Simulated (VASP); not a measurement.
Crystal: InSb.

```
In Sb
1.0
     0.00000    3.31661    3.31661
     3.31661    0.00000    3.31661
     3.31661    3.31661    0.00000
In Sb
1 1
Direct
  0.00000 0.00000 0.00000
  0.75000 0.75000 0.75000
```

The cell is a database's computed one.

```yaml
Program: VASP 6.6.1
Task: relaxation of cell and atoms
Functional: PBEsol
Potentials_or_basis: VASP PAW PBE potentials, release 64 (In_d, Sb)
Cutoff: 600 eV
k_mesh: 12 × 12 × 12
Occupations: gaussian, width 0.1 eV
Spin: no spin polarisation
```

At the start: pressure -1.9 GPa; volume 36.48 Å³/atom.

Question: Where does the relaxation end?

Answer: Over 3 steps the energy falls by 11.6 meV/atom and the volume is 34.66 Å³/atom (-5.0 %); space group F-43m (No. 216, to 0.05 Å).

Step by step:
```
step  energy change (eV)  largest force (eV/Å)  pressure (GPa)  volume (Å³)
   1              0.0000                0.0000           -1.94        72.96
   2             -0.0215                0.0000            0.59        68.40
   3             -0.0232                0.0000            0.00        69.32
```

Final structure:
```yaml
crystal:
  lattice:
    - [0.00000, 3.26041, 3.26041]
    - [3.26041, 0.00000, 3.26041]
    - [3.26041, 3.26041, 0.00000]
  atoms:
    - { symbol: In, position: [0.00000, 0.00000, 0.00000] }
    - { symbol: Sb, position: [0.75000, 0.75000, 0.75000] }
```

Caveat: the PAW data sets were made with another functional, which shifts forces and pressure a little.
